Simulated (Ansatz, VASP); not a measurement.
# Cross-check of ScPbClO2 between VASP and Ansatz

Aim: how closely do two programs agree when they are given the same cell, functional and k mesh? The cell is invented: As first built, before any earlier steps moved the atoms (in the runner's words): it takes the BiPbO2F structure with some of its atoms replaced by other elements, volume scaled by an estimate. It may not be a known or stable phase. The cell is taken from a series of VASP runs on this material, whose earlier steps may have relaxed, scaled or displaced it; both programs get it as it stands.

Method: plane waves, with VASP 6.6.1 beside it; relaxation of cell and atoms at BLYP with D4, in Ansatz 0.2.0.

## 1. Set-up

Symmetry: Cm, No. 8, monoclinic system. Conventional cell: a = 6.322 Å, b = 3.675 Å, c = 7.503 Å, α = 90.00°, β = 90.13°, γ = 90.00°. Nearest to Pb lie 4 O at 2.33 to 2.76 Å. Nearest to Sc lie 4 O at 2.06 to 2.14 Å and 3 Cl at 2.83 to 2.85 Å. Nearest to Cl lie 3 Sc at 2.83 to 2.85 Å. O has 3 Sc at 2.13 to 2.14 Å and 1 Pb at 2.76 Å nearest. Nearest to O lie 1 Sc at 2.06 Å and 3 Pb at 2.33 Å. As first built, before any earlier steps moved the atoms (in the runner's words): sites of the BiPbO2F structure (space group 8) filled with other elements, volume scaled by an estimate. Farther neighbours and most contacts between anions are not listed.

## 2. VASP: relaxation of cell and atoms, BLYP with D4

The relaxed volume is the usual yardstick between codes: its relative difference is about their pressure difference at one cell divided by the bulk modulus.

Lines of VASP's logs that name or quote its potential files are left out, and so is its time.

INCAR

```
SYSTEM = ScPbClO2
PREC = Accurate
ENCUT = 520
EDIFF = 1E-06
NELM = 100
ISMEAR = 0
SIGMA = 0.05
LREAL = .FALSE.
ALGO = Normal
GGA = B5
ALDAX = 1
AGGAX = 1
AGGAC = 1
ALDAC = 0
IVDW = 13
VDW_S6 = 1
VDW_S8 = 2.34076671
VDW_A1 = 0.44488865
VDW_A2 = 4.0933009
NBANDS = 28
LORBIT = 11
LWAVE = .FALSE.
LCHARG = .FALSE.
KPAR = 2
IBRION = 2
NSW = 60
ISIF = 3
EDIFFG = -0.01
```

POSCAR

```
ScPbClO2
1.0
    3.1611254454     -1.8376990599      0.0208926381
    3.1611254454      1.8376990599      0.0208926381
   -0.0668904132      0.0000000000      7.5030036387
Pb Sc Cl O
1 1 1 2
Direct
    0.3733973900      0.3733973900      0.7422892506
    0.7045092202      0.7045092202      0.3368700743
    0.0356981716      0.0356981716      0.0835798143
    0.3708177631      0.3708177631      0.3745789758
    0.7073004550      0.7073004550      0.6119818850
```

KPOINTS

```
Automatic mesh
0
Gamma
7 7 3
0 0 0
```

The projector-augmented-wave data sets are Pb_d, Sc_sv, Cl and O (PBE family, release 64).

On the command line:

```
$ mpirun -np 2 vasp_std
```

Numbers of over 12 decimals in the logs are rounded to 6 here.

Log:

```text
[banner, memory and clock lines left out]
running    2 mpi-ranks, on    1 nodes
 distrk:  each k-point on    1 cores,    2 groups
 distr:  one band on    1 cores,    1 groups

 POSCAR found type information on POSCAR PbScClO
 POSCAR found :  4 types and       5 ions
|                                                                             |
|               ----> ADVICE to this user running VASP <----                  |
|                                                                             |
|     You enforced a specific xc type in the INCAR file but a different       |
|     [... a line on the potential file left out ...]
|     I HOPE YOU KNOW WHAT YOU ARE DOING!                                     |
|                                                                             |

 LDA part: xc-table for (Slater(with rela. corr.)+VWN5), standard interpolation
 POSCAR, INCAR and KPOINTS ok, starting setup
 FFT: planning ... GRIDC
 FFT: planning ... GRID_SOFT
 FFT: planning ... GRID
 WAVECAR not read
 entering main loop
       N       E                     dE             d eps       ncg     rms          rms(c)
DAV:   1     0.624393542621E+03    0.62439E+03   -0.21443E+04  2464   0.173E+03
DAV:   2     0.699018772591E+02   -0.55449E+03   -0.54395E+03  2472   0.521E+02
DAV:   3    -0.340436012429E+02   -0.10395E+03   -0.99923E+02  3788   0.216E+02
DAV:   4    -0.391551808971E+02   -0.51116E+01   -0.50961E+01  3688   0.527E+01
DAV:   5    -0.392598681441E+02   -0.10469E+00   -0.10454E+00  3872   0.740E+00    0.176E+01
DAV:   6    -0.308878839957E+02    0.83720E+01   -0.47726E+01  4440   0.569E+01    0.714E+00
DAV:   7    -0.307627661739E+02    0.12512E+00   -0.42731E+00  3660   0.158E+01    0.428E+00
DAV:   8    -0.306992900787E+02    0.63476E-01   -0.13059E+00  3812   0.902E+00    0.149E+00
DAV:   9    -0.306624510391E+02    0.36839E-01   -0.11028E-01  3924   0.325E+00    0.838E-01
DAV:  10    -0.306600715883E+02    0.23795E-02   -0.54732E-02  3864   0.151E+00    0.286E-01
DAV:  11    -0.306601559007E+02   -0.84312E-04   -0.45711E-03  4056   0.666E-01    0.104E-01
DAV:  12    -0.306602771502E+02   -0.12125E-03   -0.10667E-03  4196   0.272E-01    0.557E-02
DAV:  13    -0.306602750907E+02    0.20595E-05   -0.21450E-04  3864   0.137E-01    0.223E-02
DAV:  14    -0.306602878981E+02   -0.12807E-04   -0.62608E-05  3896   0.580E-02    0.673E-03
DAV:  15    -0.306602881102E+02   -0.21212E-06   -0.58028E-06  3540   0.231E-02
   1 F= -.33136575E+02 E0= -.33136575E+02  d E =-.331366E+02
[... from here on, the cycles between the ionic steps are left out ...]
   2 F= -.33137329E+02 E0= -.33137329E+02  d E =-.753917E-03
   3 F= -.33137351E+02 E0= -.33137351E+02  d E =-.776085E-03
   7 F= -.33138138E+02 E0= -.33138138E+02  d E =-.764052E-03
   8 F= -.33138320E+02 E0= -.33138320E+02  d E =-.182065E-03
   9 F= -.33138332E+02 E0= -.33138332E+02  d E =-.194039E-03
  10 F= -.33138372E+02 E0= -.33138372E+02  d E =-.394848E-04
  11 F= -.33138376E+02 E0= -.33138376E+02  d E =-.438722E-04
  12 F= -.33138385E+02 E0= -.33138385E+02  d E =-.524367E-04
  13 F= -.33138412E+02 E0= -.33138412E+02  d E =-.274850E-04
  14 F= -.33138432E+02 E0= -.33138432E+02  d E =-.470980E-04
  15 F= -.33138464E+02 E0= -.33138464E+02  d E =-.327754E-04
  16 F= -.33138477E+02 E0= -.33138477E+02  d E =-.458775E-04
  17 F= -.33138503E+02 E0= -.33138503E+02  d E =-.258770E-04
  18 F= -.33138512E+02 E0= -.33138512E+02  d E =-.342678E-04
 curvature:  -3.30 expect dE=-0.635E-04 dE for cont linesearch -0.158E-06
 trial: gam= 0.47432 g(F)=  0.134E-04 g(S)=  0.582E-05 ort =-0.254E-05 (trialstep = 0.106E+01)
 search vector abs. value=  0.473E-04
 bond charge predicted
       N       E                     dE             d eps       ncg     rms          rms(c)
DAV:   1    -0.306650811642E+02    0.26011E-03   -0.96548E-03  2544   0.788E-01    0.342E-02
DAV:   2    -0.306651195444E+02   -0.38380E-04   -0.53677E-04  3656   0.203E-01    0.177E-02
DAV:   3    -0.306651152732E+02    0.42712E-05   -0.10977E-05  3832   0.337E-02    0.109E-02
DAV:   4    -0.306651131890E+02    0.20842E-05   -0.70311E-06  3256   0.288E-02    0.265E-03
DAV:   5    -0.306651133078E+02   -0.11883E-06   -0.10892E-06  1808   0.104E-02
  19 F= -.33138527E+02 E0= -.33138527E+02  d E =-.157027E-04
 trial-energy change:   -0.000016  1 .order   -0.000014   -0.000019   -0.000009
 step:   2.0892(harm=  2.0892)  dis= 0.00188  next Energy=   -33.138531 (dE=-0.188E-04)
 reached required accuracy - stopping structural energy minimisation
```

OUTCAR, selected parts (step 2):

```text
ion  position               nearest neighbor table
   1  0.373  0.373  0.742-   5 2.33   5 2.33   5 2.33   4 2.76   3 3.31   3 3.31   3 3.34   2 3.70
                             2 3.71   2 3.71
   2  0.705  0.705  0.337-   5 2.06   4 2.13   4 2.14   4 2.14   3 2.83   3 2.85   3 2.85   1 3.70
                             1 3.71   1 3.71
   3  0.036  0.036  0.084-   2 2.83   2 2.85   2 2.85   1 3.31   1 3.31   1 3.34
   4  0.371  0.371  0.375-   2 2.13   2 2.14   2 2.14   1 2.76
   5  0.707  0.707  0.612-   2 2.06   1 2.33   1 2.33   1 2.33

  LATTYP: Found a base centered monoclinic cell.
 ALAT       =     6.3223889738
 B/A-ratio  =     0.5813305912
 C/A-ratio  =     1.1867826913
 COS(beta)  =    -0.0023057690

 Subroutine GETGRP returns: Found  2 space group operations
 (whereof  2 operations were pure point group operations)

The static configuration has the point symmetry C_1h.

 Found     44 irreducible k-points:

   k-points           NKPTS =     44   k-points in BZ     NKDIM =     44   number of bands    NBANDS=     28

   dimension x,y,z NGX =    28 NGY =   28 NGZ =   56
   dimension x,y,z NGXF=    56 NGYF=   56 NGZF=  112

   ENCUT  =  520.0 eV  38.22 Ry    6.18 a.u.   6.80  6.80 13.95*2*pi/ulx,y,z

   NELECT =      44.0000    total number of electrons

 k-points in reciprocal lattice and weights: Automatic mesh
   0.00000000  0.00000000  0.00000000       0.007
   0.14285714  0.00000000  0.00000000       0.027
   0.28571429 -0.00000000  0.00000000       0.027
   0.42857143  0.00000000  0.00000000       0.027
   0.14285714  0.14285714  0.00000000       0.014
   0.28571429  0.14285714  0.00000000       0.027
   0.42857143  0.14285714  0.00000000       0.027
  -0.42857143  0.14285714  0.00000000       0.027
  -0.28571429  0.14285714  0.00000000       0.027
[...]
-0.14285714 -0.28571429  0.33333333       0.027
  -0.14285714 -0.14285714  0.33333333       0.014

 average (electrostatic) potential at core
       1 -92.4115       2 -45.8925       3 -89.9942       4 -69.4408       5 -70.0910

 E-fermi :   4.4315

 k-point     1 :       0.0000    0.0000    0.0000
  band No.  band energies     occupation
    ...
     18       2.2150      2.00000
     19       2.2159      2.00000
     20       2.9606      2.00000
     21       2.9606      2.00000
     22       3.5011      2.00000
     23       7.8377      0.00000
     24       8.1703      0.00000
     25       8.1736      0.00000
     26       8.7816      0.00000
     27      10.4725      0.00000
    ...

 k-point     2 :       0.1429    0.0000    0.0000
  band No.  band energies     occupation
    ...
     18       2.1488      2.00000
     19       2.2777      2.00000
     20       2.8532      2.00000
     21       3.1205      2.00000
     22       3.6031      2.00000
     23       8.0430      0.00000
     24       8.2108      0.00000
     25       8.3356      0.00000
     26       9.0301      0.00000
     27       9.9088      0.00000
    ...

 k-point     3 :       0.2857   -0.0000    0.0000
  band No.  band energies     occupation
    ...
     18       1.9634      2.00000
     19       2.1252      2.00000
     20       2.6577      2.00000
     21       3.3625      2.00000
     22       3.5585      2.00000
     23       7.8256      0.00000
     24       8.2710      0.00000
     25       8.3498      0.00000
     26       8.9773      0.00000
     27       9.3122      0.00000
    ...

  DFT-D4 for vdW energy calculation

  Edisp (eV):   -2.47341

  Total      -0.01787    -0.01232    -0.00510     0.00000     0.00000    -0.00048
  in kB      -0.32768    -0.22588    -0.09356     0.00000     0.00000    -0.00882
  external pressure =       -0.22 kB  Pullay stress =        0.00 kB

  energy-cutoff  :      520.00
  volume of cell :       87.36
      direct lattice vectors                 reciprocal lattice vectors
     3.160404989 -1.826247507  0.023722630     0.158198076 -0.273785452  0.001265076
     3.160404989  1.826247507  0.023722630     0.158198076  0.273785452  0.001265076
    -0.060517397  0.000000000  7.567717677    -0.000991811  0.000000000  0.132132305

 POSITION                                       TOTAL-FORCE (eV/Angst)
 -----------------------------------------------------------------------------------
      2.30662      0.00000      5.64487        -0.000467      0.000000     -0.000107
      4.43540      0.00000      2.58495         0.001494      0.000000     -0.004443
      0.23333      0.00000      0.63387         0.003457      0.000000      0.001888
      2.32628      0.00000      2.84260        -0.001102      0.000000      0.006856
      4.42177      0.00000      4.66299        -0.003382      0.000000     -0.004194
 -----------------------------------------------------------------------------------
    total drift:                               -0.000265     -0.000000     -0.001157

  FREE ENERGIE OF THE ION-ELECTRON SYSTEM (eV)
  ---------------------------------------------------
  free  energy   TOTEN  =       -33.1385274631 eV

  energy  without entropy=      -33.1385274631  energy(sigma->0) =      -33.13852746

 reached required accuracy - stopping structural energy minimisation

 total charge
# of ion       s       p       d       tot
------------------------------------------
    1        1.474   0.517   9.871  11.862
    2        2.184   6.173   0.991   9.348
    3        1.614   3.565   0.000   5.179
    4        1.554   3.469   0.000   5.023
    5        1.574   3.433   0.000   5.006
--------------------------------------------------
tot          8.400  17.156  10.863  36.419

[... 3 further parts left out ...]
```

CONTCAR:

```
ScPbClO2
   1.00000000000000
     3.1604049887718246   -1.8262475071255686    0.0237226300386949
     3.1604049887718246    1.8262475071255686    0.0237226300386949
    -0.0605173970075700    0.0000000000000000    7.5677176765767395
  Pb              Sc              Cl              O
     1     1     1     2
Direct
     0.3720433835714864    0.3720433835714864    0.7435822549828983
     0.7049414062601581    0.7049414062601581    0.3371561293861591
     0.0377149051405796    0.0377149051405796    0.0835233722132595
     0.3716090113172137    0.3716090113172137    0.3732915354779377
     0.7054142936105712    0.7054142936105712    0.6117467079397493
```

The gap is read on the k-mesh alone, so it is an upper bound where the band edges lie off the mesh. The run keeps the 2 symmetry operations of its start, so it cannot find a distortion of lower symmetry.

(Part 1 of 2 ends here.)

[Lines on the potential files, build, host, timing and source positions are cut from VASP's logs without a mark.]

[Logs are printed without paths, hosts, clocks, repeated set-up lines and the standing remarks that a program may print on its own settings, such as how far it seeks lower states.]

[Hosts, paths, dates, database ids (printed as entryN), source tags and the programs' standing remarks are cut or masked in the printed files.]
